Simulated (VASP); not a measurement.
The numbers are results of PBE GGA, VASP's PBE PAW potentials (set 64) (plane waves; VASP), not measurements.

The input files of a VASP run:

File POSCAR:
```
SnSe
1
   -0.0000000000     3.3856992630     3.3856992630
    3.3856992630    -0.0000000000     3.3856992630
    3.3856992630     3.3856992630     0.0000000000
Sn Se
1 1
Direct
  0.0000000000   1.0000000000   0.0000000000
  0.2500000000   0.2500000000   0.2500000000
```

### INCAR
```
SYSTEM=SnSe
PREC=Accurate; ENCUT=400; LREAL=.FALSE.
LASPH=.TRUE.
EDIFF=1E-6; NELM=100; ALGO=Normal
LMAXMIX=4
ISMEAR=0; SIGMA=0.05
GGA=PE
IBRION=2; NSW=60; ISIF=3
EDIFFG=-0.01
LWAVE=.FALSE.; LCHARG=.FALSE.
```

KPOINTS:
```
kpoints
0
gamma
6 6 6
0 0 0
```

POTCAR, in this order: Sn_d Se (PBE.64 set). Program: vasp_std.

Problem. What will the output report for the number of irreducible k-points (NKPTS), number of bands (NBANDS), largest plane-wave count, number of space-group operations, FFT grid (NGX, NGY, NGZ)?

Solution. 
number of irreducible k-points (NKPTS): 16
number of bands (NBANDS): 14
largest plane-wave count: 1420
number of space-group operations: 24
FFT grid (NGX, NGY, NGZ): 32 × 32 × 32

The structure was generated: SnSe was put into the zinc blende type (F-43m), which need not be its known phase. This run relaxes it. Symmetry was kept, so distortions that lower it aren't found. The start is the result of an earlier pass.
